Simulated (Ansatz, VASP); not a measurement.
# Si3N4 (amorphous silicon nitride) in two plane-wave programs

Aim: how closely do two programs agree when they are given the same cell, functional and k mesh? The structure shown is the end of the Ansatz relaxation below.

Program: Ansatz 0.2.0. Level of theory: plane waves, with VASP 6.6.1 beside it; single point at r2SCAN. Results are calculated unless marked as measured.

## (1) The structure

The cell holds 126 atoms: 54 Si and 72 N. Cell: a = 10.996 Å, b = 10.909 Å, c = 10.953 Å, α = 90.0°, β = 90.0°, γ = 90.0°. As first built, before any earlier steps moved the atoms (in the runner's words): 126 atoms (54 Si, 72 N) placed at random at 3.14 g/cm^3 and pushed apart to contact distance.

## (2) Ansatz: relaxation, r2SCAN

Ansatz runs on its default PAW (the set named soft_2) files.

This run makes the geometry at which the two programs are then compared.

Input file input.yaml:

```yaml
crystal:
  lattice:
    - [11.02785, 0.0, 0.0]
    - [0.0, 11.05672, 0.0]
    - [0.0, 0.0, 11.02752]
  atoms:
    - { symbol: Si, position: [0.52699, 0.83214, 0.20302] }
    - { symbol: Si, position: [0.1142, 0.68507, 0.60551] }
    # ... one line an atom, as in the record's system
kpoints:
  mp_grid: { grid: [1, 1, 1] }
hamiltonian:
  xc: r2scan
scf:
  occupations: { method: fixed }
output:
  forces: true
  stress: true
relax:
  f_tol: 0.04
  max_steps: 60
  cell: { stress_tol: 0.1, fix: [alpha, beta, gamma] }
```

Run with:

```console
> ansatz run input.yaml --threads 32 --pin off --max-ram 92160MiB --backend cuda --events-out ev --progress --plain --runs-dir out --max-vram 78GiB
```

Numbers of over 12 decimals in the logs are rounded to 6 here.

Output:

```text
Engine: ansatz 0.2.0, aarch64-unknown-linux-gnu
Pseudopotentials: kind: paw
Pseudopotential: Si, paw, valence charge 4, recommended cutoff 500 eV (meta_gga), Si.paw.azcp
Pseudopotential: N, paw, valence charge 5, recommended cutoff 500 eV (meta_gga), N.paw.azcp
[...]
Crystal: 126 atoms, lattice volume = 1344.606 Å³
Basis set: ecut = 500 eV, 34153 PW (Γ), exchange–correlation on 324×324×324 points (64 copies of the dense FFT grid, shifted against one another)
Bands: 414, of which v1, the nominal top of the filled ones, is band 288 counted from 1 (287 counted from 0)
k-points: 1
PAW frozen core: Si, regenerated for the run's functional (the file was generated under x = pbe(κ = 0.804, μ = 0.219515), c = pbe(β = 0.066725))
PAW frozen core: N, regenerated for the run's functional (the file was generated under x = pbe(κ = 0.804, μ = 0.219515), c = pbe(β = 0.066725))
[...]
automatic band count: iteration 3 solves 376 bands in place of 414: the levels show a gap, and the empty bands left out lie too high to hold charge; the band table lists the bands solved (type scf.n_extra_bands for more)
relax step   1: F+E_penalty+E_count = -62322.90559067 eV  Δ(F+E_penalty+E_count) = +0.000e0 eV  max|allowed force component| = 3.641e-1 eV/Å  Δτ_max = 0.0000 Å  P = -5.435 GPa  Ω = 1344.606 Å³
[... from here on, the SCF cycles and remarks between the steps are left out ...]
relax step   2: F+E_penalty+E_count = -62323.32184804 eV  Δ(F+E_penalty+E_count) = -4.163e-1 eV  max|allowed force component| = 2.787e-1 eV/Å  Δτ_max = 0.0109 Å  P = -2.687 GPa  Ω = 1327.623 Å³
relax step   4: F+E_penalty+E_count = -62323.46747460 eV  Δ(F+E_penalty+E_count) = -3.502e-3 eV  max|allowed force component| = 5.672e-2 eV/Å  Δτ_max = 0.0045 Å  P = +0.053 GPa  Ω = 1313.433 Å³
relax step   7: F+E_penalty+E_count = -62323.47917983 eV  Δ(F+E_penalty+E_count) = -7.709e-3 eV  max|allowed force component| = 5.867e-2 eV/Å  Δτ_max = 0.0326 Å  P = -0.002 GPa  Ω = 1314.268 Å³
relax step  10: F+E_penalty+E_count = -62323.50303599 eV  Δ(F+E_penalty+E_count) = -2.056e-2 eV  max|allowed force component| = 1.636e-1 eV/Å  Δτ_max = 0.0610 Å  P = +0.026 GPa  Ω = 1313.678 Å³
relax step  13: F+E_penalty+E_count = -62323.50349497 eV  Δ(F+E_penalty+E_count) = +7.319e-3 eV  max|allowed force component| = 1.328e-1 eV/Å  Δτ_max = 0.0375 Å  P = -0.033 GPa  Ω = 1314.141 Å³
relax step  14: F+E_penalty+E_count = -62323.51462061 eV  Δ(F+E_penalty+E_count) = -3.807e-3 eV  max|allowed force component| = 4.677e-2 eV/Å  Δτ_max = 0.0150 Å  P = +0.020 GPa  Ω = 1313.641 Å³
relax step  15: F+E_penalty+E_count = -62323.51484234 eV  Δ(F+E_penalty+E_count) = -2.217e-4 eV  max|allowed force component| = 2.298e-2 eV/Å  Δτ_max = 0.0017 Å  P = -0.019 GPa  Ω = 1313.912 Å³
relax step  16: F+E_penalty+E_count = -62323.50573653 eV  Δ(F+E_penalty+E_count) = +9.106e-3 eV  max|allowed force component| = 2.303e-2 eV/Å  Δτ_max = 0.0000 Å  P = -0.012 GPa  Ω = 1313.912 Å³
basis re-selected at this cell: Δ(F+E_penalty+E_count) = +9.106e-3 eV, ΔP = +0.007 GPa vs the last step (what re-selecting the basis moved, of the pressure what is left beyond the Pulay correction that the steps carried, after the strain that the cell walked since its last selection, with what the two solves' SCF thresholds leave and, on support functions, any second-order correction that the steps lacked; it is no measure of the basis error at this ecutwfc). The dense FFT grid was sized anew with the basis: this SCF ran on 81×80×80 points, the steps before it on 81×81×81, so part of this shift can come from that change (see relax.cell in the input reference). [rest of the remark cut]
SCF converged after 4 iterations
Free energy (F): -62323.505737 eV
Internal energy: -62323.505737 eV  (E = F + TS)
E sigma→0 (E₀):  -62323.505737 eV
Fermi energy:    8.417002 eV
--- Forces (eV/Å), atoms counted from 1 ---
  max |Σ_I F_I| component: 3.06e-4 eV/Å
--- Stress (GPa, compression-positive) ---
       -0.009314      -1.615735       0.842367
       -1.615735      -0.020948      -1.506757
        0.842364      -1.506757      -0.007069
  P = ⅓ Tr σ = -0.0124 GPa (-0.124 kbar)
--- Band table (eV) ---
--- Relaxed structure (15 steps of the walk, 11 accepted, 1 SCFs on fresh bases) ---
  F+E_penalty+E_count = -62323.50573653 eV   max|allowed force component| = 2.303e-2 eV/Å   (the final SCF, on the basis selected at the relaxed cell)
  cell:  # Å, volume = 1313.9117 Å³
    - [10.995927, 0, 0]
    - [0, 10.909492, 0]
    - [0, 0, 10.952917]
  atoms:
    [... one line an atom ...]
```

## (3) VASP: single point, r2SCAN

The same cell, functional and mesh now go to VASP, with its own data sets.

Lines of VASP's logs that name or quote its potential files are left out, and so is its time.

Input file INCAR:

```
SYSTEM = Si3N4
PREC = Accurate
ENCUT = 580
EDIFF = 1E-06
NELM = 120
ISMEAR = 0
SIGMA = 0.01
LREAL = Auto
ALGO = Normal
METAGGA = R2SCAN
LASPH = .TRUE.
NBANDS = 384
LORBIT = 11
LWAVE = .FALSE.
LCHARG = .FALSE.
ISIF = 2
GGA_COMPAT = .FALSE.
EFERMI = MIDGAP
LMIXTAU = .TRUE.
NCORE = 4
```

Input file POSCAR:

```
Si3N4
1.0
   10.9959270000      0.0000000000      0.0000000000
    0.0000000000     10.9094920000      0.0000000000
    0.0000000000      0.0000000000     10.9529170000
Si N
54 72
Direct
    0.5263900000      0.8321600000      0.2044600000
    0.1129500000      0.6854000000      0.6046300000
    0.7334900000      0.5123500000      0.3745200000
    0.9982900000      0.9268600000      0.4942700000
    0.3599700000      0.6533500000      0.1089900000
    0.3078000000      0.4473300000      0.3053500000
    0.4795100000      0.5171600000      0.4874300000
    0.3511900000      0.1066500000      0.6918800000
    0.8755600000      0.9258700000      0.7590400000
    0.1072300000      0.0175000000      0.1780100000
    0.6309200000      0.9666600000      0.9588700000
    0.8318900000      0.7870500000      0.9779100000
    0.5217600000      0.4833900000      0.7500100000
    0.7713300000      0.4463500000      0.8387000000
    0.8259300000      0.1834600000      0.7648600000
    0.5830000000      0.6560000000      0.9132900000
    0.0831000000      0.1821700000      0.4033400000
    0.6387700000      0.0297400000      0.3425700000
    0.0852800000      0.2453200000      0.6574600000
    0.7334200000      0.9752500000      0.5992600000
    0.2768200000      0.0179400000      0.4933600000
    0.0682400000      0.6532200000      0.0394400000
    0.3034000000      0.6587600000      0.7649400000
    0.0395200000      0.2496000000      0.9275100000
    0.2155300000      0.4293600000      0.5611400000
    0.0743600000      0.5654000000      0.2817900000
    0.8444500000      0.2615600000      0.5023200000
    0.2345500000      0.8387800000      0.1314500000
    0.2756800000      0.0792400000      0.9789800000
    0.1747900000      0.3785100000      0.1001300000
[... 90 atom lines left out ...]
    0.7872500000      0.9447400000      0.9678400000
    0.9275000000      0.1944000000      0.3798800000
    0.8893900000      0.9368100000      0.6019400000
    0.5366000000      0.4250600000      0.6054500000
    0.0765200000      0.3421500000      0.7969500000
    0.2212200000      0.5293300000      0.7908900000
```

Input file KPOINTS:

```
Automatic mesh
0
Gamma
1 1 1
0 0 0
```

PAW data sets: Si and N (PBE family, release 64).

Run with:

```console
> mpirun -np 16 vasp_gam
```

Output:

```text
[banner, memory and clock lines left out]
running   16 mpi-ranks, on    1 nodes
[...]
|                                                                             |
|               ----> ADVICE to this user running VASP <----                  |
|                                                                             |
|     You enforced a specific xc type in the INCAR file but a different       |
|     [... a line on the potential file left out ...]
|     I HOPE YOU KNOW WHAT YOU ARE DOING!                                     |
|                                                                             |

 LDA part: xc-table for (None), standard interpolation
 POSCAR, INCAR and KPOINTS ok, starting setup
[...]
entering main loop
       N       E                     dE             d eps       ncg     rms          rms(c)
DAV:   1     0.451018576592E+04    0.45102E+04   -0.35652E+05   768   0.167E+03
DAV:   2    -0.103161066438E+04   -0.55418E+04   -0.52447E+04   952   0.386E+02
DAV:   3    -0.153471170512E+04   -0.50310E+03   -0.49775E+03   936   0.123E+02
DAV:   4    -0.154712157216E+04   -0.12410E+02   -0.12328E+02   920   0.198E+01
[...]
DAV:  19    -0.124300982004E+04   -0.44432E-04   -0.64550E-05   840   0.229E-02    0.856E-03
DAV:  20    -0.124300983889E+04   -0.18848E-04   -0.20165E-05   816   0.122E-02    0.467E-03
DAV:  21    -0.124300983884E+04    0.49040E-07   -0.40818E-06   784   0.617E-03
   1 F= -.12430098E+04 E0= -.12430098E+04  d E =0.000000E+00
```

From OUTCAR (step 3):

```text
  Total        0.1133949      0.2347916      0.1363467    -13.3645189    -12.3162828      6.8339998
  in kB        0.1382732      0.2863037      0.1662605    -16.2966275    -15.0184137      8.3333451
  external PRESSURE =       0.1969458 kB  Pullay stress =       0.0000000 kB

 POSITION                                       TOTAL-FORCE (eV/Angst)
 -----------------------------------------------------------------------------------
[...]
6.22161      4.52569      1.13768         0.006298      0.000385     -0.007628
      3.33715      9.46660      4.89705        -0.003937     -0.008095      0.002835
      6.04732      9.15165      9.47570         0.002310     -0.001041      0.009571
      7.88683      3.22528      8.67778         0.010775      0.002670     -0.003754
      2.09044     10.56159      0.53954         0.015333      0.004944     -0.006009
      7.14636      5.92080      8.96058         0.015784     -0.007146     -0.002878
      8.17316      5.65930      2.34644         0.015479      0.011583     -0.010642
      4.18538      8.75607      1.78522         0.010917      0.015032      0.001643
      1.59287      9.66145      2.76879        -0.005250     -0.011164      0.027890
      0.90200      5.69192      6.50067        -0.011900     -0.003551     -0.006368
     10.01443      1.83476      9.88599         0.012609      0.011627     -0.010237
      8.45015      0.32445      2.86528         0.007725     -0.003823      0.007810
     10.98108      8.50351     10.78895        -0.001295     -0.000979      0.015216
[...]
-----------------------------------------------------------------------------------
    total drift:                                0.011429      0.000702     -0.014450

  FREE ENERGIE OF THE ION-ELECTRON SYSTEM (eV)
  ---------------------------------------------------
  free  energy   TOTEN  =     -1243.0098388421 eV

  energy  without entropy=    -1243.0098388421  energy(sigma->0) =    -1243.00983884

[... 3 further parts left out ...]
[key lines of the parts left out:]
E-fermi :   8.2743
```

The run ends at a pressure of 0.02 GPa, with forces up to 0.068 eV/Å.

## (4) Differences

Known differences besides the potentials themselves: VASP keeps PBE cores, Ansatz makes them for the functional; fixed occupations in Ansatz, narrow Gaussian smearing in VASP; the cutoff is 500 eV in Ansatz and 580 eV in VASP (PREC = Accurate, projectors in real space). Total energies have different zeros and are not compared.

The two programs side by side:

```csv
quantity,Ansatz,VASP,difference
gap on the k mesh (eV),2.750,2.732,+0.018
```

A gap on the mesh is an upper bound, since the band edges may lie between its points.

## (5) Results

```json
{
 "difference in gap on the k mesh (single point, r2SCAN)": "0.018 eV"
}
```

**Reading.** The difference in gap on the k mesh is 0.018 eV (single point, r2SCAN), within the 0.08 eV picked in this series as the mark of a large difference. Such differences can come from data sets, numerical settings and the points named under the comparisons, not from the functional's error against experiment.

[Lines on the potential files, build, host, timing and source positions are cut from VASP's logs without a mark.]

[Logs are printed without paths, hosts, clocks, repeated set-up lines and the standing remarks that a program may print on its own settings, such as how far it seeks lower states.]

[Hosts, paths, dates, database ids (printed as entryN), source tags and the programs' standing remarks are cut or masked in the printed files.]
